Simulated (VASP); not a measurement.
Calculation: PBE GGA, VASP's PBE PAW potentials (set 64) (plane waves; VASP).

VASP input:

**KPOINTS**
```
kpoints
0
gamma
  12 12 7
```

### INCAR
```
ALGO = Fast
EDIFF = 1E-6
ENCUT = 400
GGA = PE
ISIF = 2
ISMEAR = 1
LASPH = .TRUE.
LCHARG = .FALSE.
LMAXMIX = 4
LREAL = .FALSE.
LWAVE = .FALSE.
NELM = 100
PREC = Accurate
SIGMA = 0.1
SYSTEM = Zr
```

POSCAR:
```
Zr
1
    1.6520830000    -2.7927280000     0.0000000000
    1.6520830000     2.7927280000     0.0000000000
    0.0000000000     0.0000000000     5.0252640000
Zr
2
Direct
  0.3333330000   0.6666670000   0.2500000000
  0.6756180000   0.3422840000   0.7500000000
```

POTCAR, in this order: Zr_sv (PBE.64 set). Program: vasp_std.

What does the run give for the energy per atom (σ→0), largest force, band gap (on the k-mesh)?

- energy per atom (σ→0): -8508 meV/atom
- band gap (on the k-mesh): none (metal, semimetal or under 0.01 eV)
- largest force: 0.053 eV/Å

### OSZICAR
```
...
RMM:  13    -0.170162241216E+02   -0.34505E-04   -0.24162E-04 16514   0.884E-02    0.209E-02
RMM:  14    -0.170162378459E+02   -0.13724E-04   -0.10413E-04 15492   0.576E-02    0.907E-03
RMM:  15    -0.170162448773E+02   -0.70314E-05   -0.50252E-05 13940   0.379E-02    0.646E-03
RMM:  16    -0.170162484471E+02   -0.35698E-05   -0.27547E-05 12718   0.279E-02    0.108E-03
RMM:  17    -0.170162503313E+02   -0.18842E-05   -0.14821E-05 10454   0.196E-02    0.678E-04
RMM:  18    -0.170162514485E+02   -0.11172E-05   -0.92634E-06  9759   0.159E-02    0.334E-04
RMM:  19    -0.170162521808E+02   -0.73233E-06   -0.63868E-06  8371   0.128E-02
   1 F= -.17016252E+02 E0= -.17015871E+02  d E =-.114208E-02
```

The compound is Zr in the hcp structure. The cell was not relaxed at this level, atoms are displaced from their ideal sites. The run is one of a series of settings (ALGO = Fast against the base run), some of them coarse on purpose.
